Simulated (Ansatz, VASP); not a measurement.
# Ge (Germanium): VASP beside Ansatz, part 3 of 3

Aim: how closely do two programs agree when they are given the same cell, functional and k mesh? The cell is taken from a series of runs on this material, whose earlier steps may have relaxed, scaled, displaced or heated it; both programs get it as it stands.

VASP 6.6.1 and Ansatz 0.2.0.

So far: The starting structure; Ansatz: zone-centre phonons, r2SCAN; VASP: zone-centre phonons, r2SCAN.

**3. VASP: zone-centre phonons, r2SCAN (continued)**

Level of this step: r2SCAN; plane waves and PAW (Ge_d) (VASP).

Numbers of over 12 decimals in the logs are rounded to 6 here.

From OUTCAR (step 3):

```text
ion  position               nearest neighbor table
   1  0.498  0.498  0.498-   2 2.46   2 2.51   2 2.51   2 2.51
   2  0.752  0.752  0.752-   1 2.46   1 2.51   1 2.51   1 2.51

  LATTYP: Found a trigonal (rhomboedric) cell.
 ALAT       =     4.0272265007
 COS(alpha) =     0.4735504688

 Subroutine GETGRP returns: Found 12 space group operations
 (whereof  6 operations were pure point group operations)

The static configuration has the point symmetry C_3v.
 The point group associated with its full space group is D_3d.

   k-points           NKPTS =   1728   k-points in BZ     NKDIM =   1728   number of bands    NBANDS=     20

   dimension x,y,z NGX =    32 NGY =   32 NGZ =   32
   dimension x,y,z NGXF=    64 NGYF=   64 NGZF=   64

   ENCUT  =  550.0 eV  40.42 Ry    6.36 a.u.   7.70  7.70  7.70*2*pi/ulx,y,z

   NELECT =      28.0000    total number of electrons

 k-points in reciprocal lattice and weights: Points of the shifted mesh
   0.04166667  0.04166667  0.04166667       0.001
   0.04166667  0.04166667  0.12500000       0.001
   0.04166667  0.04166667  0.20833333       0.001
   0.04166667  0.04166667  0.29166667       0.001
   0.04166667  0.04166667  0.37500000       0.001
   0.04166667  0.04166667  0.45833333       0.001
   0.04166667  0.04166667  0.54166667       0.001
   0.04166667  0.04166667  0.62500000       0.001
   0.04166667  0.04166667  0.70833333       0.001
[...]
0.95833333  0.95833333  0.87500000       0.001
   0.95833333  0.95833333  0.95833333       0.001

 average (electrostatic) potential at core
       1 -79.9535       2 -79.9535

 E-fermi :   4.2044

 k-point     1 :       0.0417    0.0417    0.0417
  band No.  band energies     occupation
    ...
     10     -20.9300      2.00000
     11      -8.5895      2.00000
     12       3.5595      2.00000
     13       4.0409      2.00000
     14       4.1342      2.00000
     15       4.7846      0.00000
     16       6.8622      0.00000
     17       6.9369      0.00000
     18       7.3191      0.00000
     19      11.3099      0.00000
    ...

 k-point     2 :       0.0417    0.0417    0.1250
  band No.  band energies     occupation
    ...
     10     -20.9234      2.00000
     11      -8.4769      2.00000
     12       2.2128      2.00000
     13       3.9033      2.00000
     14       4.0649      2.00000
     15       5.2786      0.00000
     16       6.9951      0.00000
     17       7.2233      0.00000
     18       7.8904      0.00000
     19      11.8420      0.00000
    ...

 k-point     3 :       0.0417    0.0417    0.2083
  band No.  band energies     occupation
    ...
     10     -20.9165      2.00000
     11      -8.2034      2.00000
     12       0.6254      2.00000
     13       3.5404      2.00000
     14       3.7687      2.00000
     15       5.3710      0.00000
     16       7.4254      0.00000
     17       7.7465      0.00000
     18       8.9806      0.00000
     19      12.4849      0.00000
    ...

  Total       -0.8794823     -0.8750626     -0.8750626      0.4437139      0.3599484      0.4437122
  in kB      -29.3676042    -29.2200224    -29.2200224     14.8164623     12.0193704     14.8164053
  external PRESSURE =     -29.2692163 kB  Pullay stress =       0.0000000 kB

  energy-cutoff  :      550.00
  volume of cell :       47.98
      direct lattice vectors                 reciprocal lattice vectors
    -0.074840972  2.847187394  2.847187394    -0.168835116  0.173392910  0.173392910
     2.847187394 -0.074840972  2.847187394     0.173392910 -0.168835116  0.173392910
     2.847187394  2.847187394 -0.074840972     0.173392910  0.173392910 -0.168835116

 POSITION                                       TOTAL-FORCE (eV/Angst)
 -----------------------------------------------------------------------------------
      2.78574      2.80074      2.80074         0.155836      0.002782      0.002782
      4.22368      4.22368      4.22368        -0.155836     -0.002782     -0.002782
 -----------------------------------------------------------------------------------
    total drift:                               -0.000149      0.000002      0.000002

  FREE ENERGIE OF THE ION-ELECTRON SYSTEM (eV)
  ---------------------------------------------------
  free  energy   TOTEN  =       -27.7053789432 eV

  energy  without entropy=      -27.7053382947  energy(sigma->0) =      -27.70535862

 Eigenvectors and eigenvalues of the dynamical matrix
 ----------------------------------------------------

   1 f  =    8.309930 THz    52.212832 2PiTHz  277.189439 cm-1    34.367095 meV
             X         Y         Z           dx          dy          dz
      2.800740  2.800740  2.800740    -0.408248   -0.408248   -0.408248
      4.223678  4.223678  4.223678     0.408248    0.408248    0.408248

   2 f  =    8.189047 THz    51.453301 2PiTHz  273.157214 cm-1    33.867163 meV
             X         Y         Z           dx          dy          dz
      2.800740  2.800740  2.800740    -0.001294   -0.499352    0.500646
      4.223678  4.223678  4.223678     0.001294    0.499352   -0.500646

   3 f  =    8.189047 THz    51.453301 2PiTHz  273.157214 cm-1    33.867163 meV
             X         Y         Z           dx          dy          dz
      2.800740  2.800740  2.800740     0.577349   -0.289795   -0.287553
      4.223678  4.223678  4.223678    -0.577349    0.289795    0.287553

   4 f  =    0.000000 THz     0.000001 2PiTHz    0.000004 cm-1     0.000001 meV
             X         Y         Z           dx          dy          dz
      2.800740  2.800740  2.800740    -0.046685   -0.705161   -0.023834
      4.223678  4.223678  4.223678    -0.046685   -0.705161   -0.023834

   5 f  =    0.000000 THz     0.000000 2PiTHz    0.000002 cm-1     0.000000 meV
             X         Y         Z           dx          dy          dz
      2.800740  2.800740  2.800740     0.705563   -0.046624   -0.002594
      4.223678  4.223678  4.223678     0.705563   -0.046624   -0.002594

   6 f/i=    0.000000 THz     0.000001 2PiTHz    0.000006 cm-1     0.000001 meV
             X         Y         Z           dx          dy          dz
      2.800740  2.800740  2.800740    -0.001015    0.023954   -0.706700
      4.223678  4.223678  4.223678    -0.001015    0.023954   -0.706700

 ELASTIC MODULI CONTR FROM IONIC RELAXATION (kBar)
 Direction    XX          YY          ZZ          XY          YZ          ZX
 --------------------------------------------------------------------------------
 XX          -2.4143     -1.6984     -1.6984     -8.5856    -17.2755     -8.5856
 YY          -1.6984     -2.4143     -1.6984     -8.5856     -8.5856    -17.2755
 ZZ          -1.6984     -1.6984     -2.4143    -17.2755     -8.5856     -8.5856
 XY          -8.5856     -8.5856    -17.2755   -138.3846    -32.9022    -32.9022
 YZ         -17.2755     -8.5856     -8.5856    -32.9022   -138.3846    -32.9022
 ZX          -8.5856    -17.2755     -8.5856    -32.9022    -32.9022   -138.3846
 --------------------------------------------------------------------------------

 total charge
# of ion       s       p       d       tot
------------------------------------------
    1        1.110   1.230  10.014  12.354
    2        1.110   1.230  10.014  12.354
--------------------------------------------------
tot          2.221   2.460  20.028  24.708

[... 3 further parts left out ...]
```

The last energy, forces, stress and levels in OUTCAR belong to the last displaced cell, not to the cell of POSCAR. The PAW data sets were made with PBE, which is usual practice but a small mismatch for other functionals.

Levels, forces or a CONTCAR printed for this step are those of its last displaced cell, not of the structure at rest.

**4. Comparison**

Known differences besides the potentials themselves: VASP keeps PBE cores, Ansatz makes them for the functional; the cutoff is 500 eV in Ansatz and 550 eV in VASP; VASP uses finite displacements, Ansatz perturbation theory. Total energies have different zeros and are not compared.

The two programs side by side:

```tsv
quantity	Ansatz	VASP	difference
optical mode 1 to 2 (cm⁻¹)	274.9	273.2	+0.62 %
optical mode 3 (cm⁻¹)	276.6	277.2	-0.22 %
```

Modes are paired by rising frequency, not by their patterns, so a pair may set unlike modes beside each other; they are those without the splitting of longitudinal modes.

**5. What came out**

```yaml
r_m_s_difference_of_the_optical_zone_centre_modes_each_program_s_sorted_by_frequency_zone_centre_phonons_r2scan: 1.4 cm⁻¹
difference_in_optical_mode_1_to_2_zone_centre_phonons_r2scan: +0.6 %
```

**Reading.** The r.m.s. difference of the optical zone-centre modes, each program's sorted by frequency is 1.4 cm⁻¹ (zone-centre phonons, r2SCAN). Among the rows given in per cent, the largest difference of the zone-centre phonons, r2SCAN pair is in optical mode 1 to 2, +0.6 %. Such differences can come from data sets, numerical settings and the points named under the comparisons, not from the functional's error against experiment.

[Lines on the potential files, build, host, timing and source positions are cut from VASP's logs without a mark.]

[Logs are printed without paths, hosts, clocks, repeated set-up lines and the standing remarks that a program may print on its own settings, such as how far it seeks lower states.]

[Hosts, paths, dates, database ids (printed as entryN), source tags and the programs' standing remarks are cut or masked in the printed files.]
